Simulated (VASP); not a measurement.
**What goes wrong when InSb is relaxed with a bad input**

Some relaxations of InSb get a fault in the input on purpose. Which of them show, and how? The starting structure is a measured crystal structure from the Crystallography Open Database.

Main program and level: VASP 6.6.1; Kohn-Sham DFT with plane waves and PAW; PBEsol.

### Step 1. The starting structure

Symmetry: F-43m, No. 216, cubic system. Conventional cell: a = 6.478 Å, b = 6.478 Å, c = 6.478 Å, α = 90.00°, β = 90.00°, γ = 90.00°. Sb has 4 In at 2.81 Å nearest. In has 4 Sb at 2.81 Å nearest. Farther neighbours are not listed.

Structure file:

```
Sb In
1.0
     0.00000    3.23910    3.23910
     3.23910    0.00000    3.23910
     3.23910    3.23910    0.00000
Sb In
1 1
Direct
  0.75000 0.75000 0.75000
  0.00000 0.00000 0.00000
```

### Step 2. Reference relaxation

INCAR

```
SYSTEM = InSb
PREC = Accurate
ENCUT = 450
EDIFF = 1E-06
NELM = 100
ISMEAR = 1
SIGMA = 0.15
LREAL = .FALSE.
ALGO = Normal
GGA = PS
NBANDS = 15
LORBIT = 11
LWAVE = .FALSE.
LCHARG = .FALSE.
KPAR = 2
IBRION = 2
NSW = 50
ISIF = 3
EDIFFG = -0.01
```

POSCAR

```
InSb
1.0
    0.0000000000      3.2391000000      3.2391000000
    3.2391000000      0.0000000000      3.2391000000
    3.2391000000      3.2391000000      0.0000000000
Sb In
1 1
Direct
    0.7500000000      0.7500000000      0.7500000000
    0.0000000000      0.0000000000      0.0000000000
```

KPOINTS

```
Automatic mesh
0
Gamma
12 12 12
0 0 0
```

PAW data sets: Sb and In_d (PBE family, release 64).

The run is started by

```bash
$ mpirun -np 2 vasp_std
```

The program printed:

```text
[banner, memory and clock lines left out]
running    2 mpi-ranks, on    1 nodes
 distrk:  each k-point on    1 cores,    2 groups
 distr:  one band on    1 cores,    1 groups

 POSCAR found type information on POSCAR SbIn
 POSCAR found :  2 types and       2 ions
|                                                                             |
|               ----> ADVICE to this user running VASP <----                  |
|                                                                             |
|     You enforced a specific xc type in the INCAR file but a different       |
|     [... a line on the potential file left out ...]
|     I HOPE YOU KNOW WHAT YOU ARE DOING!                                     |
|                                                                             |

 LDA part: xc-table for (Slater+PW92), standard interpolation
 POSCAR, INCAR and KPOINTS ok, starting setup
 FFT: planning ... GRIDC
 FFT: planning ... GRID_SOFT
 FFT: planning ... GRID
 WAVECAR not read
 entering main loop
       N       E                     dE             d eps       ncg     rms          rms(c)
DAV:   1     0.107675179712E+03    0.10768E+03   -0.73778E+03  2167   0.108E+03
DAV:   2    -0.101332810921E+01   -0.10869E+03   -0.10543E+03  2391   0.273E+02
DAV:   3    -0.765093985735E+01   -0.66376E+01   -0.66090E+01  2713   0.735E+01
DAV:   4    -0.783353006255E+01   -0.18259E+00   -0.18252E+00  2740   0.142E+01
DAV:   5    -0.784232657789E+01   -0.87965E-02   -0.87964E-02  3206   0.249E+00    0.406E+00
DAV:   6    -0.771994183252E+01    0.12238E+00   -0.18286E-01  3167   0.734E+00    0.230E+00
DAV:   7    -0.769654957167E+01    0.23392E-01   -0.69936E-02  2909   0.289E+00    0.612E-01
DAV:   8    -0.769575339699E+01    0.79617E-03   -0.78427E-03  2912   0.109E+00    0.260E-01
DAV:   9    -0.769614164577E+01   -0.38825E-03   -0.79021E-04  2468   0.262E-01    0.760E-02
DAV:  10    -0.769612829429E+01    0.13351E-04   -0.42003E-05  3012   0.481E-02    0.364E-02
DAV:  11    -0.769614847189E+01   -0.20178E-04   -0.33891E-05  2384   0.506E-02    0.224E-02
DAV:  12    -0.769614908528E+01   -0.61339E-06   -0.10667E-06  2054   0.987E-03
   1 F= -.76961491E+01 E0= -.76962023E+01  d E =-.769615E+01
 curvature:   0.00 expect dE= 0.000E+00 dE for cont linesearch  0.000E+00
 trial: gam= 0.00000 g(F)=  0.454E-48 g(S)=  0.104E-01 ort = 0.000E+00 (trialstep = 0.100E+01)
 search vector abs. value=  0.104E-01
 bond charge predicted
       N       E                     dE             d eps       ncg     rms          rms(c)
DAV:   1    -0.781934521974E+01   -0.12320E+00   -0.29993E+00  2776   0.322E+01    0.208E+00
DAV:   2    -0.771787568464E+01    0.10147E+00   -0.20587E-01  2664   0.916E+00    0.794E-01
DAV:   3    -0.770004115005E+01    0.17835E-01   -0.53606E-02  2797   0.425E+00    0.361E-01
DAV:   4    -0.769972993566E+01    0.31121E-03   -0.19164E-03  2328   0.403E-01    0.242E-01
DAV:   5    -0.769941510814E+01    0.31483E-03   -0.22306E-04  2788   0.119E-01    0.119E-01
DAV:   6    -0.769936442264E+01    0.50685E-04   -0.83629E-05  2891   0.870E-02    0.181E-02
DAV:   7    -0.769936561871E+01   -0.11961E-05   -0.60778E-06  2802   0.398E-02    0.702E-03
DAV:   8    -0.769936612010E+01   -0.50139E-06   -0.14059E-06  1430   0.198E-02
   2 F= -.76993661E+01 E0= -.76994224E+01  d E =-.321703E-02
 trial-energy change:   -0.003217  1 .order   -0.003307   -0.010350    0.003735
 step:   0.7272(harm=  0.7348)  dis= 0.00000  next Energy=    -7.699877 (dE=-0.373E-02)
 bond charge predicted
       N       E                     dE             d eps       ncg     rms          rms(c)
DAV:   1    -0.770891386678E+01   -0.95482E-02   -0.21653E-01  2762   0.828E+00    0.588E-01
DAV:   2    -0.770115902972E+01    0.77548E-02   -0.16181E-02  2671   0.265E+00    0.212E-01
DAV:   3    -0.769990426781E+01    0.12548E-02   -0.35862E-03  2783   0.110E+00    0.108E-01
DAV:   4    -0.769988371099E+01    0.20557E-04   -0.13057E-04  2321   0.994E-02    0.724E-02
DAV:   5    -0.769986801925E+01    0.15692E-04   -0.17611E-05  2703   0.350E-02    0.323E-02
DAV:   6    -0.769986916553E+01   -0.11463E-05   -0.60570E-06  3246   0.221E-02    0.594E-03
DAV:   7    -0.769986860247E+01    0.56306E-06   -0.40678E-07  1206   0.108E-02
   3 F= -.76998686E+01 E0= -.76999236E+01  d E =-.371952E-02
 curvature:  -0.37 expect dE=-0.394E-06 dE for cont linesearch -0.394E-06
 trial: gam= 0.00000 g(F)=  0.242E-46 g(S)=  0.107E-05 ort =-0.105E-03 (trialstep = 0.945E+00)
 search vector abs. value=  0.107E-05
 reached required accuracy - stopping structural energy minimisation
```

Run time: 68 s. Hardware: 2 MPI ranks of AMD EPYC 7R43, shared host; peak memory 0.38 GiB; 2.2 min of CPU time.

The logs omit lines about the potential files and the build; timing stands in the text.

OUTCAR, selected parts (step 2):

```text
ion  position               nearest neighbor table
   1  0.750  0.750  0.750-   2 2.81   2 2.81   2 2.81   2 2.81
   2  0.000  0.000  0.000-   1 2.81   1 2.81   1 2.81   1 2.81

  LATTYP: Found a face centered cubic cell.
 ALAT       =     6.4782000000

 Subroutine GETGRP returns: Found 24 space group operations
 (whereof 24 operations were pure point group operations)

The static configuration has the point symmetry T_d .

 Found     72 irreducible k-points:

   k-points           NKPTS =     72   k-points in BZ     NKDIM =     72   number of bands    NBANDS=     15

   dimension x,y,z NGX =    32 NGY =   32 NGZ =   32
   dimension x,y,z NGXF=    64 NGYF=   64 NGZF=   64

   ENCUT  =  450.0 eV  33.07 Ry    5.75 a.u.   7.92  7.92  7.92*2*pi/ulx,y,z

   NELECT =      18.0000    total number of electrons

 k-points in reciprocal lattice and weights: Automatic mesh
   0.00000000  0.00000000  0.00000000       0.001
   0.08333333  0.00000000  0.00000000       0.005
   0.16666667  0.00000000  0.00000000       0.005
   0.25000000  0.00000000  0.00000000       0.005
   0.33333333  0.00000000  0.00000000       0.005
   0.41666667  0.00000000  0.00000000       0.005
   0.50000000  0.00000000  0.00000000       0.002
   0.08333333  0.08333333  0.00000000       0.003
   0.16666667  0.08333333  0.00000000       0.014
[...]
-0.33333333  0.50000000  0.16666667       0.007
  -0.25000000  0.50000000  0.25000000       0.003

 average (electrostatic) potential at core
       1 -87.2717       2 -96.2775

 E-fermi :   4.7805

 k-point     1 :       0.0000    0.0000    0.0000
  band No.  band energies     occupation
    ...
      6      -5.8684      2.00000
      7       4.3876      2.00134
      8       4.7588      1.24205
      9       4.7588      1.24205
     10       4.7588      1.24205
     11       7.6915     -0.00000
     12       7.6915     -0.00000
     13       7.6915     -0.00000
     14      10.3050      0.00000
     15      13.0036      0.00000

 k-point     2 :       0.0833    0.0000    0.0000
  band No.  band energies     occupation
    ...
      5      -9.6600      2.00000
      6      -5.8065      2.00000
      7       3.4404      2.00000
      8       4.6611      1.97815
      9       4.6611      1.97815
     10       5.4022     -0.00000
     11       7.8055      0.00000
     12       7.8280      0.00000
     13       7.8280      0.00000
     14      10.6943      0.00000
    ...

 k-point     3 :       0.1667    0.0000    0.0000
  band No.  band energies     occupation
    ...
      5      -9.6602      2.00000
      6      -5.6256      2.00000
      7       2.2644      2.00000
      8       4.4316      2.00486
      9       4.4316      2.00486
     10       5.6397     -0.00000
     11       8.1366      0.00000
     12       8.1366      0.00000
     13       8.3831      0.00000
     14      11.4313      0.00000
    ...

  Total       -0.0038496     -0.0038496     -0.0038496      0.0000000      0.0000000     -0.0000000
  in kB       -0.0889629     -0.0889629     -0.0889629      0.0000000      0.0000000     -0.0000000
  external PRESSURE =      -0.0889629 kB  Pullay stress =       0.0000000 kB

  energy-cutoff  :      450.00
  volume of cell :       69.33
      direct lattice vectors                 reciprocal lattice vectors
    -0.000000000  3.260586996  3.260586996    -0.153346622  0.153346622  0.153346622
     3.260586996  0.000000000  3.260586996     0.153346622 -0.153346622  0.153346622
     3.260586996  3.260586996 -0.000000000     0.153346622  0.153346622 -0.153346622

 POSITION                                       TOTAL-FORCE (eV/Angst)
 -----------------------------------------------------------------------------------
      4.89088      4.89088      4.89088        -0.000000     -0.000000     -0.000000
      0.00000      0.00000      0.00000         0.000000      0.000000      0.000000
 -----------------------------------------------------------------------------------
    total drift:                                0.000000      0.000000      0.000000

  FREE ENERGIE OF THE ION-ELECTRON SYSTEM (eV)
  ---------------------------------------------------
  free  energy   TOTEN  =        -7.6998686025 eV

  energy  without entropy=       -7.7000337258  energy(sigma->0) =       -7.69992364

 reached required accuracy - stopping structural energy minimisation

 total charge
# of ion       s       p       d       tot
------------------------------------------
    1        1.141   1.318   0.019   2.478
    2        0.872   0.700   9.864  11.436
--------------------------------------------------
tot          2.013   2.018   9.883  13.913

[... 3 further parts left out ...]
```

CONTCAR:

```
InSb
   1.00000000000000
    -0.0000000000000000    3.2605869957088669    3.2605869957088669
     3.2605869957088669    0.0000000000000000    3.2605869957088669
     3.2605869957088669    3.2605869957088669   -0.0000000000000000
  Sb              In
     1     1
Direct
     0.7500000000000000    0.7500000000000000    0.7500000000000000
     0.0000000000000000    0.0000000000000000    0.0000000000000000
```

The PAW data sets were made with PBE, which is usual practice but a small mismatch for other functionals. The run keeps the 24 symmetry operations of its start, so it cannot find a distortion of lower symmetry.

The reference relaxation ends at 34.665 Å³ an atom.

### Step 3. Relaxation with a cutoff far too low

A slip made on purpose: a cutoff far too low. Against step 2 the input has PREC = Normal and ENCUT = 130 (also changed: NELM).

INCAR: that of step 2 with these lines changed.

```diff
@@ -1,6 +1,6 @@
 SYSTEM = InSb
-PREC = Accurate
-ENCUT = 450
+PREC = Normal
+ENCUT = 130
 EDIFF = 1E-06
-NELM = 100
+NELM = 60
 ISMEAR = 1
```

POSCAR is that of step 2.

KPOINTS is that of step 2.

The run is started by

```bash
$ mpirun -np 2 vasp_std
```

The program printed:

```text
[banner, memory and clock lines left out]
running    2 mpi-ranks, on    1 nodes
[...]
[... a notice as in an earlier step ...]

 LDA part: xc-table for (Slater+PW92), standard interpolation
 POSCAR, INCAR and KPOINTS ok, starting setup
[...]
entering main loop
       N       E                     dE             d eps       ncg     rms          rms(c)
DAV:   1     0.431839692683E+02    0.43184E+02   -0.43961E+03  2708   0.337E+02
DAV:   2     0.548750616989E+01   -0.37696E+02   -0.37300E+02  2685   0.118E+02
DAV:   3     0.508541163047E+01   -0.40209E+00   -0.40182E+00  2377   0.127E+01
DAV:   4     0.508413378858E+01   -0.12778E-02   -0.12778E-02  2839   0.749E-01
[...]
DAV:  11     0.754148225509E+01   -0.17769E-04   -0.95163E-05  2636   0.471E-02    0.301E-02
DAV:  12     0.754147954562E+01   -0.27095E-05   -0.68293E-06  2454   0.190E-02    0.180E-02
DAV:  13     0.754147903784E+01   -0.50778E-06   -0.23610E-06  2319   0.761E-03
   1 F= 0.75414790E+01 E0= 0.75414162E+01  d E =0.754148E+01
[...]
|     EEEEE    RRRRRR   RRRRRR   O     O  RRRRRR       #       #       #      |
|     E        R   R    R   R    O     O  R   R                               |
|     E        R    R   R    R   O     O  R    R      ###     ###     ###     |
|     EEEEEEE  R     R  R     R  OOOOOOO  R     R     ###     ###     ###     |
|                                                                             |
|     Orbital orthonormalization failed in the inversion of matrix            |
|     LAPACK: Routine ZPOTRF failed! kpoint: 1 spin: 1                        |
|                                                                             |
|     Possible solutions for this issue are:                                  |
|     - Please check whether the atoms are too close to each other.           |
|     - Decreasing POTIM might help during relaxations or MDs.                |
|     - Deleting CHGCAR or WAVECAR if incompatible with the structure.        |
|     - Try calculating without symmetrizing (ISYM = 0 or ISYM = -1).         |
|     - As last resort: using a different PAW for some of the atoms.          |
|                                                                             |
|       ---->  I REFUSE TO CONTINUE WITH THIS SICK JOB ... BYE!!! <----       |
|                                                                             |

1
1
```

The job ended after 11 s (2 MPI ranks).

VASP stopped with this message: “Orbital orthonormalization failed in the inversion of matrix LAPACK: Routine ZPOTRF failed! kpoint: 1 spin: 1”.

### Step 4. Relaxation with the cell held fixed (ISIF = 2)

A slip made on purpose: the cell held fixed (ISIF = 2). Against step 2 the input has ISIF = 2 (also changed: NELM).

INCAR: that of step 3 with these lines changed.

```diff
@@ -1,4 +1,4 @@
 SYSTEM = InSb
-PREC = Normal
-ENCUT = 130
+PREC = Accurate
+ENCUT = 450
 EDIFF = 1E-06
@@ -17,3 +17,3 @@
 NSW = 50
-ISIF = 3
+ISIF = 2
 EDIFFG = -0.01
```

POSCAR is that of step 3.

KPOINTS is that of step 3.

The run is started by

```bash
$ mpirun -np 2 vasp_std
```

The program printed:

```text
[... set-up lines as in an earlier step ...]
 entering main loop
       N       E                     dE             d eps       ncg     rms          rms(c)
[... 12 cycles as in an earlier step ...]
   1 F= -.76961491E+01 E0= -.76962023E+01  d E =-.769615E+01
[...]
reached required accuracy - stopping structural energy minimisation
```

Elapsed: 56 s, on 2 MPI ranks; peak memory 0.36 GiB.

Parts of OUTCAR (step 4):

```text
  Total        0.3781913      0.3781913      0.3781913      0.0000000      0.0000000     -0.0000000
  in kB        8.9149533      8.9149533      8.9149533      0.0000000      0.0000000     -0.0000000
  external PRESSURE =       8.9149533 kB  Pullay stress =       0.0000000 kB

 POSITION                                       TOTAL-FORCE (eV/Angst)
 -----------------------------------------------------------------------------------
      4.85865      4.85865      4.85865        -0.000000     -0.000000     -0.000000
      0.00000      0.00000      0.00000         0.000000      0.000000      0.000000
 -----------------------------------------------------------------------------------
    total drift:                                0.000000      0.000000      0.000000

  FREE ENERGIE OF THE ION-ELECTRON SYSTEM (eV)
  ---------------------------------------------------
  free  energy   TOTEN  =        -7.6961490853 eV

  energy  without entropy=       -7.6963087060  energy(sigma->0) =       -7.69620229

[... 2 parts as in an earlier step ...]

[... 2 further parts left out ...]
[key lines of the parts left out:]
E-fermi :   4.9858
```

With the cell held fixed (ISIF = 2) the cell ends at 33.984 Å³ an atom, -1.96 % from the reference.

### Step 5. Relaxation with too few electronic steps

A slip made on purpose: too few electronic steps. Against step 2 the input has NELM = 4 (also changed: NSW).

INCAR: that of step 4 with these lines changed.

```diff
@@ -4,3 +4,3 @@
 EDIFF = 1E-06
-NELM = 60
+NELM = 4
 ISMEAR = 1
@@ -16,4 +16,4 @@
 IBRION = 2
-NSW = 50
-ISIF = 2
+NSW = 30
+ISIF = 3
 EDIFFG = -0.01
```

POSCAR is that of step 4.

KPOINTS is that of step 4.

The run is started by

```bash
$ mpirun -np 2 vasp_std
```

The program printed:

```text
[... set-up lines as in an earlier step ...]
 entering main loop
       N       E                     dE             d eps       ncg     rms          rms(c)
[... 4 cycles as in an earlier step ...]
 -----------------------------------------------------------------------------
|                                                                             |
|           W    W    AA    RRRRR   N    N  II  N    N   GGGG   !!!           |
|           W    W   A  A   R    R  NN   N  II  NN   N  G    G  !!!           |
|           W    W  A    A  R    R  N N  N  II  N N  N  G       !!!           |
|           W WW W  AAAAAA  RRRRR   N  N N  II  N  N N  G  GGG   !            |
|           WW  WW  A    A  R   R   N   NN  II  N   NN  G    G                |
|           W    W  A    A  R    R  N    N  II  N    N   GGGG   !!!           |
|                                                                             |
|     The electronic self-consistency was not achieved in the given           |
|     number of steps (NELM). The forces and other quantities evaluated       |
[...]
3 F= -.75787268E+01 E0= -.75788081E+01  d E =0.254803E+00
   4 F= -.76421183E+01 E0= -.76421835E+01  d E =0.191412E+00
   5 F= -.76778325E+01 E0= -.76778828E+01  d E =0.155698E+00
   6 F= -.76889448E+01 E0= -.76889978E+01  d E =0.144585E+00
   7 F= -.76930194E+01 E0= -.76930727E+01  d E =0.140511E+00
   8 F= -.76947012E+01 E0= -.76947544E+01  d E =0.138829E+00
   9 F= -.76954542E+01 E0= -.76955074E+01  d E =0.138076E+00
  10 F= -.76958088E+01 E0= -.76958620E+01  d E =0.137721E+00
  11 F= -.76959807E+01 E0= -.76960339E+01  d E =0.137549E+00
  12 F= -.76960653E+01 E0= -.76961185E+01  d E =0.137465E+00
  13 F= -.76961073E+01 E0= -.76961605E+01  d E =0.137423E+00
  14 F= -.76961283E+01 E0= -.76961815E+01  d E =0.137402E+00
  15 F= -.76961387E+01 E0= -.76961919E+01  d E =0.137391E+00
  16 F= -.76961438E+01 E0= -.76961970E+01  d E =0.137386E+00
  17 F= -.76961464E+01 E0= -.76961996E+01  d E =0.137384E+00
  18 F= -.76961477E+01 E0= -.76962009E+01  d E =0.137382E+00
  19 F= -.76961483E+01 E0= -.76962015E+01  d E =0.137382E+00
  20 F= -.77000704E+01 E0= -.77001259E+01  d E =-.392211E-02
  21 F= -.76998515E+01 E0= -.76999063E+01  d E =-.370314E-02
  22 F= -.76998647E+01 E0= -.76999196E+01  d E =-.371634E-02
[...]
reached required accuracy - stopping structural energy minimisation
```

It took 6.7 min on 2 MPI ranks; peak memory 0.39 GiB; 13 min of CPU time.

[end of part 1 of 2]

[Lines on the potential files, build, host, timing and source positions are cut from VASP's logs without a mark.]

[Logs are printed without paths, hosts, clocks, repeated set-up lines and the standing remarks that a program may print on its own settings, such as how far it seeks lower states.]

[Hosts, paths, dates, database ids (printed as entryN), source tags and the programs' standing remarks are cut or masked in the printed files.]
